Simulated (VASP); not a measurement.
Here is the system:

```xyz
6
Lattice="5.4356 0.0000 0.0000 0.0000 6.2059 0.0000 0.0000 0.0000 3.0011" Properties=species:S:1:pos:R:3 pbc="T T T"
As     1.7895     5.3765     1.5006
As     3.6461     0.8294     1.5006
As     4.5073     3.9324     0.0000
As     0.9283     2.2735     0.0000
Ru     2.7178     3.1030     1.5006
Ru     0.0000     0.0000     0.0000
```

Method: LDA (Ceperley-Alder, Perdew-Zunger), VASP's LDA PAW potentials (set 64) (plane waves; VASP). Run with 300 eV cut-off, 3×3×6 Γ-centred mesh, Fermi-Dirac smearing of 0.010 eV, potentials As Ru_pv.

At this cut-off the stress carries a Pulay error, which pulls relaxed volumes low.

Task: Predict the energy per atom (σ→0), pressure, largest force.

Result: 
```
Property                       Result
---------------------  --------------
energy per atom (σ→0)  -7.579 eV/atom
pressure                    -5.80 GPa
largest force              0.194 eV/Å
```

Only differences to runs with the same potentials and settings are physical.

The structure comes from a computed database's As2Ru entry (Pnnm), a phase known from measurement. The cell was not relaxed at this level.
